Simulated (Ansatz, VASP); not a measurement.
# PtSe2 (1T-PtSe2 3 layers, AA) in two plane-wave programs

One calculation is typed for both programs; each brings its own data sets. How far apart do they land? The cell is taken from a series of runs on this material, whose earlier steps may have relaxed, scaled, displaced or heated it; both programs get it as it stands.

Main program and level: Ansatz 0.2.0; plane waves, with VASP 6.6.1 beside it; single point at PBE with D3(BJ).

### Step 1. Starting point

The cell holds 9 atoms: 6 Se and 3 Pt. Cell: a = 3.748 Å, b = 3.748 Å, c = 30.411 Å, α = 90.0°, β = 90.0°, γ = 120.0°. Vacuum lies along c.

Structure file:

```cif
data_structure
_symmetry_space_group_name_H-M 'P 1'
_symmetry_Int_Tables_number 1
_cell_length_a 3.7477
_cell_length_b 3.7477
_cell_length_c 30.4113
_cell_angle_alpha 90.000
_cell_angle_beta 90.000
_cell_angle_gamma 120.000
_cell_volume 369.91
loop_
_atom_site_label
_atom_site_type_symbol
_atom_site_fract_x
_atom_site_fract_y
_atom_site_fract_z
_atom_site_occupancy
Se1 Se 0.66667 0.33333 0.29594 1
Se2 Se 0.33333 0.66667 0.38132 1
Se3 Se 0.66667 0.33333 0.45750 1
Se4 Se 0.33333 0.66667 0.54250 1
Se5 Se 0.66667 0.33333 0.61868 1
Se6 Se 0.33333 0.66667 0.70406 1
Pt7 Pt 0.00000 0.00000 0.33919 1
Pt8 Pt 0.00000 0.00000 0.50000 1
Pt9 Pt 0.00000 0.00000 0.66081 1
```

### Step 2. VASP: single point, PBE with D3(BJ)

A single point gives forces, pressure and levels at one fixed geometry, so differences don't come from the geometry; what else differs is listed under the comparison.

Lines of VASP's logs that name or quote its potential files are left out, and so is its time.

INCAR reads:

```
SYSTEM = PtSe2
PREC = Accurate
ENCUT = 400
EDIFF = 1E-06
NELM = 120
ISMEAR = -1
SIGMA = 0.02585
LREAL = .FALSE.
ALGO = Normal
GGA = PE
IVDW = 12
NBANDS = 42
LASPH = .TRUE.
LORBIT = 11
LWAVE = .FALSE.
LCHARG = .FALSE.
ISIF = 2
LDIPOL = .TRUE.
IDIPOL = 3
DIPOL = 0.5 0.5 0.5
LVHAR = .TRUE.
GGA_COMPAT = .FALSE.
NELMDL = -8
KPAR = 2
```

POSCAR reads:

```
PtSe2
1.0
    3.7477105407      0.0000000000      0.0000000000
   -1.8738552703      3.2456125343      0.0000000000
    0.0000000000      0.0000000000     30.4113209154
Se Pt
6 3
Direct
    0.6666666667      0.3333333333      0.2959424231
    0.3333333333      0.6666666667      0.3813233076
    0.6666666667      0.3333333333      0.4575019826
    0.3333333333      0.6666666667      0.5424980174
    0.6666666667      0.3333333333      0.6186766924
    0.3333333333      0.6666666667      0.7040575769
    0.0000000000      0.0000000000      0.3391883979
    0.0000000000      0.0000000000      0.5000000000
    0.0000000000      0.0000000000      0.6608116021
```

KPOINTS reads:

```
Automatic mesh
0
Gamma
12 12 1
0 0 0
```

PAW data sets: Se and Pt (PBE family, release 64).

Started as:

```console
$ mpirun -np 2 vasp_std
```

Numbers of over 12 decimals in the logs are rounded to 6 here.

What it wrote:

```text
[banner, memory and clock lines left out]
running    2 mpi-ranks, on    1 nodes
 distrk:  each k-point on    1 cores,    2 groups
 distr:  one band on    1 cores,    1 groups

 POSCAR found type information on POSCAR SePt
 POSCAR found :  2 types and       9 ions
 LDA part: xc-table for (Slater+PW92), standard interpolation
 POSCAR, INCAR and KPOINTS ok, starting setup
 FFT: planning ... GRIDC
 FFT: planning ... GRID_SOFT
 FFT: planning ... GRID
 WAVECAR not read
 entering main loop
       N       E                     dE             d eps       ncg     rms          rms(c)
DAV:   1     0.428849522328E+03    0.42885E+03   -0.23067E+04  1604   0.105E+03
DAV:   2    -0.344292427251E+01   -0.43229E+03   -0.41372E+03  2118   0.225E+02
DAV:   3    -0.438411455120E+02   -0.40398E+02   -0.39258E+02  1918   0.720E+01
DAV:   4    -0.450067390732E+02   -0.11656E+01   -0.11547E+01  2016   0.129E+01
DAV:   5    -0.450376953428E+02   -0.30956E-01   -0.30916E-01  1976   0.199E+00
DAV:   6    -0.450388390145E+02   -0.11437E-02   -0.11434E-02  2152   0.385E-01
DAV:   7    -0.450388740997E+02   -0.35085E-04   -0.35078E-04  2128   0.660E-02
DAV:   8    -0.450388751578E+02   -0.10581E-05   -0.10580E-05  1782   0.101E-02    0.211E+01
DAV:   9    -0.432891786738E+02    0.17497E+01   -0.12740E+01  1716   0.241E+01    0.129E+01
DAV:  10    -0.428425354707E+02    0.44664E+00   -0.38715E+00  1682   0.143E+01    0.531E+00
DAV:  11    -0.426916953703E+02    0.15084E+00   -0.31902E-01  1722   0.391E+00    0.136E+00
DAV:  12    -0.426754308174E+02    0.16265E-01   -0.10184E-01  1880   0.209E+00    0.408E-01
DAV:  13    -0.426756511505E+02   -0.22033E-03   -0.11732E-02  1868   0.638E-01    0.266E-01
DAV:  14    -0.426757534928E+02   -0.10234E-03   -0.82320E-04  1886   0.134E-01    0.238E-01
[...]
DAV:  18    -0.426758773357E+02   -0.21824E-05   -0.97168E-06  1850   0.134E-02    0.151E-02
DAV:  19    -0.426758917989E+02   -0.14463E-04   -0.14895E-05  1740   0.165E-02    0.461E-03
DAV:  20    -0.426758987384E+02   -0.69395E-05   -0.73385E-07  1222   0.446E-03    0.312E-03
DAV:  21    -0.426759227219E+02   -0.23983E-04   -0.27425E-06  1360   0.515E-03    0.399E-03
DAV:  22    -0.426759300574E+02   -0.73355E-05   -0.32677E-07  1306   0.274E-03    0.184E-03
DAV:  23    -0.426759409506E+02   -0.10893E-04   -0.77898E-07  1186   0.253E-03    0.138E-03
DAV:  24    -0.426759441282E+02   -0.31776E-05   -0.20540E-07  1274   0.979E-04    0.112E-03
DAV:  25    -0.426759449294E+02   -0.80125E-06   -0.44792E-08  1172   0.707E-04
   1 F= -.46446581E+02 E0= -.46444142E+02  d E =-.487758E-02
```

Parts of OUTCAR (step 2):

```text
ion  position               nearest neighbor table
   1  0.667  0.333  0.296-   7 2.53   7 2.53   7 2.53
   2  0.333  0.667  0.381-   7 2.51   7 2.51   7 2.51
   3  0.667  0.333  0.458-   8 2.52   8 2.52   8 2.52
   4  0.333  0.667  0.542-   8 2.52   8 2.52   8 2.52
   5  0.667  0.333  0.619-   9 2.51   9 2.51   9 2.51
   6  0.333  0.667  0.704-   9 2.53   9 2.53   9 2.53
   7  0.000  0.000  0.339-   2 2.51   2 2.51   2 2.51   1 2.53   1 2.53   1 2.53
   8  0.000  0.000  0.500-   3 2.52   4 2.52   4 2.52   3 2.52   3 2.52   4 2.52
   9  0.000  0.000  0.661-   5 2.51   5 2.51   5 2.51   6 2.53   6 2.53   6 2.53

  LATTYP: Found a hexagonal cell.
 ALAT       =     3.7477105407
 C/A-ratio  =     8.1146397474

 Subroutine GETGRP returns: Found 12 space group operations
 (whereof 12 operations were pure point group operations)

The static configuration has the point symmetry D_3d.

 Found     19 irreducible k-points:

   k-points           NKPTS =     19   k-points in BZ     NKDIM =     19   number of bands    NBANDS=     42

   dimension x,y,z NGX =    24 NGY =   24 NGZ =  200
   dimension x,y,z NGXF=    48 NGYF=   48 NGZF=  400

   ENCUT  =  400.0 eV  29.40 Ry    5.42 a.u.   6.11  6.11 49.59*2*pi/ulx,y,z

   NELECT =      66.0000    total number of electrons

 k-points in reciprocal lattice and weights: Automatic mesh
   0.00000000  0.00000000  0.00000000       0.007
   0.08333333  0.00000000  0.00000000       0.042
   0.16666667  0.00000000  0.00000000       0.042
   0.25000000  0.00000000  0.00000000       0.042
   0.33333333  0.00000000  0.00000000       0.042
   0.41666667  0.00000000  0.00000000       0.042
   0.50000000  0.00000000  0.00000000       0.021
   0.08333333  0.08333333  0.00000000       0.042
   0.16666667  0.08333333  0.00000000       0.083
[...]
0.33333333  0.25000000  0.00000000       0.083
   0.33333333  0.33333333  0.00000000       0.014

 dipolmoment           0.000000      0.000000      0.000000 electrons x Angstroem

 average (electrostatic) potential at core
       1 -58.2538       2 -58.5131       3 -58.5283       4 -58.5283       5 -58.5131
       6 -58.2538       7 -74.3006       8 -74.3435       9 -74.3006

 E-fermi :   0.8667

 k-point     1 :       0.0000    0.0000    0.0000
  band No.  band energies     occupation
    ...
     29      -0.4091      2.00000
     30      -0.2293      2.00000
     31      -0.2293      2.00000
     32      -0.1905      2.00000
     33       0.8871      0.62564
     34       2.1409      0.00000
     35       2.1409      0.00000
     36       2.6174      0.00000
     37       2.6174      0.00000
     38       2.9587      0.00000
    ...

 k-point     2 :       0.0833    0.0000    0.0000
  band No.  band energies     occupation
    ...
     29      -0.4093      2.00000
     30      -0.3630      2.00000
     31      -0.2148      2.00000
     32       0.3589      2.00000
     33       0.8622      1.08704
     34       1.8996      0.00000
     35       2.0054      0.00000
     36       2.1562      0.00000
     37       2.4868      0.00000
     38       2.5200      0.00000
    ...

 k-point     3 :       0.1667    0.0000    0.0000
  band No.  band energies     occupation
    ...
     29      -0.4849      2.00000
     30      -0.4831      2.00000
     31      -0.2531      2.00000
     32       0.0575      2.00000
     33       0.6114      1.99990
     34       1.5550      0.00000
     35       1.5937      0.00000
     36       1.7722      0.00000
     37       2.1357      0.00000
     38       2.3384      0.00000
    ...

 Edisp (eV)   -3.77064

  Total      -0.08911    -0.08911    -0.06933    -0.00000    -0.00000    -0.00000
  in kB      -0.38594    -0.38594    -0.30029    -0.00000    -0.00000    -0.00000
  external pressure =       -0.36 kB  Pullay stress =        0.00 kB

  energy-cutoff  :      400.00
  volume of cell :      369.91
      direct lattice vectors                 reciprocal lattice vectors
     3.747710541  0.000000000  0.000000000     0.266829572  0.154054125  0.000000000
    -1.873855270  3.245612534  0.000000000     0.000000000  0.308108251  0.000000000
     0.000000000  0.000000000 30.411320915     0.000000000  0.000000000  0.032882491

 POSITION                                       TOTAL-FORCE (eV/Angst)
 -----------------------------------------------------------------------------------
      1.87386      1.08187      9.00000         0.000000     -0.000000      0.002096
     -0.00000      2.16374     11.59655        -0.000000      0.000000      0.000732
      1.87386      1.08187     13.91324        -0.000000      0.000000     -0.004033
     -0.00000      2.16374     16.49808        -0.000000     -0.000000      0.004033
      1.87386      1.08187     18.81478         0.000000     -0.000000     -0.000732
     -0.00000      2.16374     21.41132        -0.000000      0.000000     -0.002096
      0.00000      0.00000     10.31517         0.000000     -0.000000     -0.004505
      0.00000      0.00000     15.20566         0.000000      0.000000      0.000000
      0.00000      0.00000     20.09615         0.000000      0.000000      0.004505
 -----------------------------------------------------------------------------------
    total drift:                                0.000000     -0.000000      0.000000

  FREE ENERGIE OF THE ION-ELECTRON SYSTEM (eV)
  ---------------------------------------------------
  free  energy   TOTEN  =       -46.4465809858 eV

  energy  without entropy=      -46.4417034107  energy(sigma->0) =      -46.44414220

 vacuum level on the upper side and lower side of the slab         5.521         5.521

 total charge
# of ion       s       p       d       tot
------------------------------------------
    1        1.478   2.241   0.054   3.774
    2        1.486   2.226   0.070   3.782
    3        1.487   2.225   0.069   3.782
    4        1.487   2.225   0.069   3.782
    5        1.486   2.226   0.070   3.782
    6        1.478   2.241   0.054   3.774
    7        0.673   0.684   8.006   9.363
    8        0.677   0.685   8.022   9.384
    9        0.673   0.684   8.006   9.363
--------------------------------------------------
tot         10.927  15.436  24.422  50.785

[... 3 further parts left out ...]
```

### Step 3. Ansatz: single point, PBE with D3(BJ)

Ansatz runs on its default PAW (the set named soft_2) files.

The same cell, functional, mesh and smearing now go to Ansatz, which takes its cutoff from its data sets.

input.yaml reads:

```yaml
crystal:
  lattice:
    - [3.7477105407, 0.0, 0.0]
    - [-1.8738552703, 3.2456125343, 0.0]
    - [0.0, 0.0, 30.4113209154]
  atoms:
    - { symbol: Se, position: [0.6666666667, 0.3333333333, 0.2959424231] }
    - { symbol: Pt, position: [0.0, 0.0, 0.3391883979] }
    - { symbol: Se, position: [0.3333333333, 0.6666666667, 0.3813233076] }
    - { symbol: Se, position: [0.6666666667, 0.3333333333, 0.4575019826] }
    - { symbol: Pt, position: [0.0, 0.0, 0.5] }
    - { symbol: Se, position: [0.3333333333, 0.6666666667, 0.5424980174] }
    - { symbol: Se, position: [0.6666666667, 0.3333333333, 0.6186766924] }
    - { symbol: Pt, position: [0.0, 0.0, 0.6608116021] }
    - { symbol: Se, position: [0.3333333333, 0.6666666667, 0.7040575769] }
kpoints:
  mp_grid: { grid: [12, 12, 1] }
  band_path:
    path: [[0, 0, 0], [0.5, 0, 0], [0.33333333, 0.33333333, 0], [0, 0, 0]]
    npoints: 16
hamiltonian:
  xc: pbe
  dispersion: d3bj
scf:
  occupations: { method: fermi_dirac, width: 0.02585 }
  convergence: { dr2_threshold: 1.0e-10 }
efield:
  axis: 3
  dipole_correction: true
  ramp_position: 0.97
  ramp_width: 0.06
  amplitude: 0
output:
  dos: { projected: true, e_range: [-6, 5] }
  write_potential: true
  write_density: true
  volumetric_format: npy
  elf: true
```

Started as:

```console
$ ansatz run input.yaml --threads 4 --pin off --max-ram 8192MiB --backend cpu --events-out ev --progress --plain --runs-dir out
```

What it wrote:

```text
Engine: ansatz 0.2.0, aarch64-unknown-linux-gnu
Pseudopotentials: kind: paw
Pseudopotential: Se, paw, valence charge 16, recommended cutoff 420 eV (normal), Se.paw.azcp
Pseudopotential: Pt, paw, valence charge 18, recommended cutoff 420 eV (normal), Pt.paw.azcp
Functional definition: PBE
  parameter kappa = 0.804
  parameter beta = 0.066725
  exchange = pbe_x(kappa = kappa, mu = beta*pi^2/3)
  correlation = pbe_c(beta = beta)
Crystal: 9 atoms, lattice volume = 369.912 Å³
Basis set: ecut = 420 eV, 7289 PW (Γ)
Bands: 90, of which v1, the nominal top of the filled ones, is band 75 counted from 1 (74 counted from 0)
Symmetry: 6 space group operations
k-points: 19 of 144 (time reversal used)
Non-local potential: Se, projectors of the file, l = 0: 2, l = 1: 2, l = 2: 3, l = 3: 1
Non-local potential: Pt, projectors of the file, l = 0: 3, l = 1: 2, l = 2: 2, l = 3: 1
PAW form: soft (Blöchl's): semilocal exchange-correlation on the pseudo side does not see the compensation charge
PAW one-centre angular grid: Se, 590 points (default); XC on 64 Gauss nodes
PAW one-centre angular grid: Pt, 590 points (default); XC on 64 Gauss nodes
Initial density: superposition of atomic densities (neutral atoms: chi_scale 0, normalization atom), corrected by the library's trained network
Initial wavefunctions: pseudopotential atomic-orbital guess
Functional: x = pbe(κ = 0.804, μ = 0.219515), c = pbe(β = 0.066725)
SCF iter   1: F=—  HF=-70390.649105 eV  |F-HF|=—  |Δ(HF+E_count)|=         —  Δρ=2.91e-3  dr2=5.94e-2  ethr=1.77e-3  p=0.000 e·Å  D=2.02e-13 V/Å  ΔV_dip=-0.00 eV  dr2_dipole=3.28e-8  V_vac-E_F(+/−)=4.67/4.67 eV  ⟨swp⟩=7.9  Hψ=6925  notcnv=0  defer=25
efield: sawtooth ramp at fractional position 0.9700 (set: `efield.ramp_position`, or a place that a band, a saddle search or an elastic batch's reference lends), width 0.0600; the density the first Hamiltonian is built on has a dipole p = 0.000 e·Å; the dipole correction subtracts the counter field D = 2.02e-13 V/Å, which shifts the + side's vacuum level by -0.00 eV against the − side's; the planar-averaged density in the ramp window peaks in size at 5.9e-6 e/Å³
preconditioner: auto → LDOS  [metal: Δε(μ)=0.053 eV  Ē_g=9.703 eV  σ=0.026 eV  W_gap=0.46  n_scr=100 (ndim 8)  ℏωp=15.7 eV  f_vac=0.502  D(μ)=1.42/eV (n_scr^D=8)  β→1.0]
SCF iter   2: F=—  HF=-70390.660588 eV  |F-HF|=—  |Δ(HF+E_count)|=   1.15e-2  Δρ=3.47e-3  dr2=1.66e-1  ethr=3.96e-5  p=-0.000 e·Å  D=-3.31e-5 V/Å  ΔV_dip=0.00 eV  dr2_dipole=2.15e-7  V_vac-E_F(+/−)=4.59/4.59 eV  ⟨swp⟩=3.2  Hψ=3508  notcnv=0  defer=166
SCF iter   3: F=—  HF=-70390.642571 eV  |F-HF|=—  |Δ(HF+E_count)|=   1.80e-2  Δρ=4.57e-4  dr2=4.18e-3  ethr=3.96e-5  p=-0.000 e·Å  D=-6.31e-6 V/Å  ΔV_dip=0.00 eV  dr2_dipole=5.49e-11  V_vac-E_F(+/−)=4.67/4.67 eV  ⟨swp⟩=2.3  Hψ=2188  notcnv=0  defer=166
SCF iter   4: F=—  HF=-70390.642087 eV  |F-HF|=—  |Δ(HF+E_count)|=   4.84e-4  Δρ=1.47e-4  dr2=1.92e-4  ethr=2.79e-6  p=-0.000 e·Å  D=-3.12e-6 V/Å  ΔV_dip=0.00 eV  dr2_dipole=3.69e-10  V_vac-E_F(+/−)=4.65/4.64 eV  ⟨swp⟩=2.1  Hψ=2096  notcnv=0  defer=166
SCF iter   5: F=—  HF=-70390.642048 eV  |F-HF|=—  |Δ(HF+E_count)|=   3.89e-5  Δρ=2.18e-5  dr2=6.03e-6  ethr=1.28e-7  p=-0.000 e·Å  D=-1.41e-6 V/Å  ΔV_dip=0.00 eV  dr2_dipole=4.21e-11  V_vac-E_F(+/−)=4.65/4.65 eV  ⟨swp⟩=2.4  Hψ=2167  notcnv=0  defer=166
SCF iter   6: F=—  HF=-70390.642345 eV  |F-HF|=—  |Δ(HF+E_count)|=   2.96e-4  Δρ=8.72e-6  dr2=6.40e-7  ethr=4.02e-9  p=-0.000 e·Å  D=-3.38e-7 V/Å  ΔV_dip=0.00 eV  dr2_dipole=6.65e-12  V_vac-E_F(+/−)=4.65/4.65 eV  ⟨swp⟩=3.0  Hψ=2304  notcnv=0  defer=166
SCF iter   7: F=—  HF=-70390.642345 eV  |F-HF|=—  |Δ(HF+E_count)|=   7.40e-8  Δρ=2.54e-6  dr2=4.79e-8  ethr=4.27e-10  p=-0.000 e·Å  D=-9.43e-8 V/Å  ΔV_dip=0.00 eV  dr2_dipole=1.13e-12  V_vac-E_F(+/−)=4.65/4.65 eV  ⟨swp⟩=2.1  Hψ=2154  notcnv=0  defer=166
SCF iter   8: F=—  HF=-70390.642345 eV  |F-HF|=—  |Δ(HF+E_count)|=   2.21e-8  Δρ=6.21e-7  dr2=5.51e-9  ethr=3.19e-11  p=-0.000 e·Å  D=-4.49e-9 V/Å  ΔV_dip=0.00 eV  dr2_dipole=8.20e-15  V_vac-E_F(+/−)=4.65/4.65 eV  ⟨swp⟩=2.0  Hψ=2135  notcnv=0  defer=166
SCF iter   9: F=—  HF=-70390.642345 eV  |F-HF|=—  |Δ(HF+E_count)|=  6.84e-10  Δρ=2.12e-7  dr2=1.05e-9  ethr=3.68e-12  p=-0.000 e·Å  D=-4.06e-9 V/Å  ΔV_dip=0.00 eV  dr2_dipole=3.80e-14  V_vac-E_F(+/−)=4.65/4.65 eV  ⟨swp⟩=2.0  Hψ=2132  notcnv=0  defer=166
SCF iter  10: F=-70390.642345 eV  HF=-70390.642345 eV  |F-HF|=1.60e-10  |Δ(HF+E_count)|=  4.07e-10  Δρ=8.09e-8  dr2=9.17e-11  ethr=1.00e-12  p=0.000 e·Å  D=6.04e-9 V/Å  ΔV_dip=-0.00 eV  dr2_dipole=1.90e-15  V_vac-E_F(+/−)=4.65/4.65 eV  ⟨swp⟩=11.7  Hψ=6865  notcnv=0
SCF 1 converged in 10 iterations: F = -70390.642345 eV  dr2 = 9.17e-11
  greatest PAW one-centre occupation: 1.000 electrons in one spin orbital (limit 2), on the Pt atom at site 4 (counted from 0), in its partial waves of l = 0
NSCF: frozen V_eff on 49 k-points
efield: sawtooth ramp at fractional position 0.9700 (kept from the solve that this one continues, or follows in the run), width 0.0600; the density the first Hamiltonian is built on has a dipole p = 0.000 e·Å; the dipole correction subtracts the counter field D = 6.04e-9 V/Å, which shifts the + side's vacuum level by -0.00 eV against the − side's; the planar-averaged density in the ramp window peaks in size at 2.8e-6 e/Å³
WARN: The output density's exchange-correlation potential varies sharply where the density is thin. Do not read a vacuum level from v_tot or v_xc, or from such a field of the output density. On a cell that repeats whose density bears no net charge and no dipole along the vacuum's axis use v_es (v_loc + v_h of the components); under efield.dipole_correction with no amplitude use v_es + v_field, which holds any externa [...]
SCF converged after 10 iterations
Free energy (F): -70390.642345 eV
Harris-Foulkes:  -70390.642345 eV  (|F-HF|=1.60e-10)
Internal energy: -70390.637744 eV  (E = F + TS)
E sigma→0 (E₀):  -70390.640044 eV
Entropy (-TS):   -0.004601 eV (-0.511 meV/atom)
Fermi energy:    4.215002 eV
Dipole field:    D = -0.000000 V/Å  (p = -0.000000 e·Å, saw-weighted, corrected)
Work function:   Φ+ = 4.6467 eV   Φ− = 4.6467 eV
Levels:          The Fermi level and band energies are counted from a zero that moves with the ramp; work functions are not
--- Per-component energies (eV) ---
  E_band       = -4234.328092
  E_kinetic    = 2622.361431
  E_local      = -255391.989664  (includes V_loc(G=0)·N_el)
  E_nonlocal   = -2971.149253
  E_hartree    = 126282.715421
  E_xc         = -1411.144722
  E_vxc        = -1498.507979  (∫ρ·V_xc dr)
  E_paw        = -39833.964369  (= ΣΔE_a)
  E_vpaw       = 439.532775  (= ΣTr[D̂ρ^β])
  E_aug_tail   = -0.003000  (compensation charges beyond the density's cutoff)
  E_efield     = 0.000000  (sawtooth field / dipole correction)
  E_vefield    = 0.000000  (∫n·V_field dr)
  E_ewald      = 100316.307541
  E_disp       = -3.771129  (pairwise vdW)
  E_smearing   = -0.004601  (= −TS)
  E_closure    = -0.000000  (closes the sum)
  Σ components = -70390.642345   (vs F -70390.642345, Δ=0.00e0)
--- Band table (eV; the first three rows and the last of 19) ---
  k-point 0: bands = [... 71 lower, 3.1142, 3.1142, 3.1530, 4.2305, 5.4896, 5.4896, 5.9662, 5.9662, ... 11 higher]
  k-point 1: bands = [... 71 lower, 2.9818, 3.1290, 3.7021, 4.2045, 5.2496, 5.3542, 5.5055, 5.8361, ... 11 higher]
  k-point 2: bands = [... 71 lower, 2.8614, 3.0917, 3.4023, 3.9554, 4.9036, 4.9441, 5.1209, 5.4867, ... 11 higher]
  k-point 18: bands = [... 71 lower, 2.0245, 2.0245, 2.3443, 2.3443, 4.3064, 4.3064, 5.0951, 5.0951, ... 11 higher]
```

Reading the cycles: dr2 is the Hartree energy of the density residual (eV), the measure of convergence; HF is the Harris–Foulkes estimate of the energy, which meets the free energy F at convergence.

### Step 4. Comparison

Known differences besides the potentials themselves: the data sets hold 150 valence electrons in Ansatz (on its default PAW (the set named soft_2) files) and 66 in VASP; the cutoff is 420 eV in Ansatz and 400 eV in VASP. Total energies have different zeros and are not compared.

The two programs side by side:

| quantity | Ansatz | VASP | difference |
| --- | --- | --- | --- |
| work function, lower of the two faces (eV) | 4.65 | 4.65 | -0.01 |
| work function, higher of the two faces (eV) | 4.65 | 4.65 | -0.01 |

With vacuum in the cell, a pressure given here is an average over mostly empty space and none of the material.

### Step 5. Summary of results

| Property | Result |
| --- | --- |
| difference in work function, lower of the two faces (single point, PBE with D3(BJ)) | -0.0076 eV |

What this shows: The difference in work function, lower of the two faces is -0.0076 eV (single point, PBE with D3(BJ)). The data sets hold unlike numbers of valence electrons (150 in Ansatz and 66 in VASP), so part of the differences comes from the potentials. How closely two codes agree says nothing of how well the functional describes the real material.

[Lines on the potential files, build, host, timing and source positions are cut from VASP's logs without a mark.]

[Logs are printed without paths, hosts, clocks, repeated set-up lines and the standing remarks that a program may print on its own settings, such as how far it seeks lower states.]

[Hosts, paths, dates, database ids (printed as entryN), source tags and the programs' standing remarks are cut or masked in the printed files.]
